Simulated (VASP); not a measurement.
Wanted: the native input for a VASP 6.6.1 run.

* Task: relaxation of cell and atoms
* Functional: PBE
* Potentials or basis: VASP PAW PBE potentials, release 64 (Mg, Cd, S)
* Cutoff: 520 eV
* k mesh: 5 × 5 × 5
* Occupations: gaussian, width 0.15 eV
* Spin: no spin polarisation
* Further INCAR settings: PREC = Normal; ALGO = Fast; EDIFF = 0.0001; IBRION = 2; EDIFFG = -0.08; NSW = 24; ISIF = 3

The structure of Mg2CdS3 lies in POSCAR:

```
Mg2CdS3
1.0
   -1.9000000000      1.9000000000      8.0500000000
    1.9000000000     -1.9000000000      8.0500000000
    1.9000000000      1.9000000000     -8.0500000000
Mg Cd S
2 1 3
Direct
    0.3333330000      0.3333330000      0.0000000000
    0.6666670000      0.6666670000      0.0000000000
    0.0000000000      0.0000000000      0.0000000000
    0.1666670000      0.1666670000      0.0000000000
    0.8333330000      0.8333330000      0.0000000000
    0.5000000000      0.5000000000      0.0000000000
```

The cell was built by a generator and needn't be a form met in nature.

One way to write it, as run:

INCAR

```
SYSTEM = Mg2CdS3
  PREC = Normal
  ENCUT = 520
  EDIFF = 1E-4
  ISMEAR = 0
  SIGMA = 0.15
  LREAL = .False.
  LASPH = .True.
  NELM = 60
  ALGO = Fast
  ISIF = 3
  LWAVE = .False.
  LCHARG = .False.
  GGA = PE
  IBRION = 2
  NSW = 24
  EDIFFG = -0.08
```

KPOINTS

```
regular mesh
0
Gamma
  5 5 5
  0 0 0
```

Potentials or basis: VASP PAW PBE potentials, release 64 (Mg, Cd, S).

Run with:

```sh
$ cat potpaw_PBE.64/Mg/POTCAR potpaw_PBE.64/Cd/POTCAR potpaw_PBE.64/S/POTCAR > POTCAR
$ mpirun -np 1 vasp_std > vasp.out
```

Results of the run:

```yaml
Relaxed_volume: 18.87 Å³/atom
Relaxed_cell: a = 8.418 Å, b = 8.418 Å, c = 8.418 Å, α = 154.16°, β = 154.16°, γ = 36.87°
Space_group_after_relaxing_to_0.05_Å: I4/mmm (No. 139)
Energy_gained_by_relaxing: 6.2 meV/atom
Ionic_steps: 5
Pressure_after_relaxing: 0.4 GPa
Largest_force_after_relaxing: 0.078 eV/Å
Band_gap_on_the_k_mesh: 1.54 eV, indirect (least direct gap 2.14 eV)
```

Caveat: the k mesh is coarse (spacing up to 0.47 Å⁻¹), so the values aren't converged; an odd mesh through Γ misses points on the zone boundary, where band edges often lie; the relaxation stopped at a loose force limit of 0.08 eV/Å, so its end isn't a converged minimum.

Wall time 100 s on 1 thread of Intel(R) Xeon(R) Platinum 8488C (Sapphire Rapids) (shared host), peak memory 0.36 GiB.
